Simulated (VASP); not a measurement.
Input:

```xyz
2
Lattice="0.0000 2.5722 2.5722 2.5722 0.0000 2.5722 2.5722 2.5722 0.0000" Properties=species:S:1:pos:R:3 pbc="T T T"
Mg     2.5722     2.5722     5.1444
S      2.5722     2.5722     2.5722
```

Level of theory: rev-vdW-DF2, VASP's PBE PAW potentials (set 64) (plane waves; VASP). Run with 520 eV cut-off, 9×9×9 Γ-centred mesh, Gaussian smearing of 0.050 eV, potentials Mg S.

Question: The job: MgS (rock salt), 2 atoms, rev-vdW-DF2, static run, 520 eV, 9×9×9 Γ-centred mesh. Roughly how much core time does it take on a busy server core?

Answer: About 20 core-seconds (one run on a shared machine, a rough figure). It had 35 irreducible k-points, 8 bands, up to 941 plane waves and 12 electronic steps.

The compound is MgS in the rock salt structure. This cell is one point of a volume scan, at 0.97 of the reference volume.
